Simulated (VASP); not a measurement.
An input for Quantum ESPRESSO's pw.x (written as the equivalent of a VASP run, and not itself run):

```
&CONTROL
  calculation = 'scf'
  pseudo_dir = './pseudo'
  outdir = './out'
  tprnfor = .true.
  tstress = .true.
/
&SYSTEM
  ibrav = 0
  nat = 2
  ntyp = 2
  ecutwfc = 84
  occupations = 'smearing'
  smearing = 'gaussian'
  degauss = 0.000735
  input_dft = 'pz'
/
&ELECTRONS
  conv_thr = 7.3e-08
  electron_maxstep = 100
/
ATOMIC_SPECIES
  Li 6.940 Li.upf
  F 18.998 F.upf
CELL_PARAMETERS angstrom
     0.0000000    1.9961850    1.9961850
     1.9961850    0.0000000    1.9961850
     1.9961850    1.9961850    0.0000000
ATOMIC_POSITIONS crystal
  Li   0.0000000  0.0000000  0.0000000
  F    0.5000000  0.5000000  0.5000000
K_POINTS automatic
  14 14 14 0 0 0
```

Q: Translate this input to VASP (INCAR, KPOINTS, POSCAR, choice of POTCAR).

A: Several could match; the one computed here: 
### KPOINTS
```
K-points
0
Gamma
  14 14 14
```

**INCAR**
```
! general
SYSTEM = LiF
PREC   = Accurate
ENCUT  = 320   ! plane-wave cut-off (eV)
LREAL  = F   ! projection in real space or not
LASPH  = T

! electronic loop
EDIFF  = 1E-6   ! SCF stop (eV)
NELM   = 100   ! most electronic steps
ALGO   = Normal

! smearing
ISMEAR = 0   ! Gaussian
SIGMA  = 0.01   ! width (eV)

! ions
ISIF   = 2   ! forces and stress, cell fixed

! output
LWAVE  = F
LCHARG = F
```

**POSCAR**
```
LiF
1
    0.0000000000     1.9961850000     1.9961850000
    1.9961850000     0.0000000000     1.9961850000
    1.9961850000     1.9961850000     0.0000000000
Li F
1 1
Direct
  0.0000000000   0.0000000000   0.0000000000
  0.5000000000   0.5000000000   0.5000000000
```

POTCAR, in this order: Li_sv F (LDA.64 set). Program: vasp_std.

Limits of the translation: the potentials are each code's own (VASP's PAW set, PseudoDojo norm-conserving files in pw.x), so ENCUT and ecutwfc are chosen apart and not converted; conv_thr bounds pw.x's estimated SCF error, while EDIFF bounds the energy change between steps.

The structure comes from a computed database's LiF entry; how it stands against other phases isn't given here. The cell was not relaxed at this level. The run is one of a series of settings (ENCUT = 320 against the base run), some of them coarse on purpose.
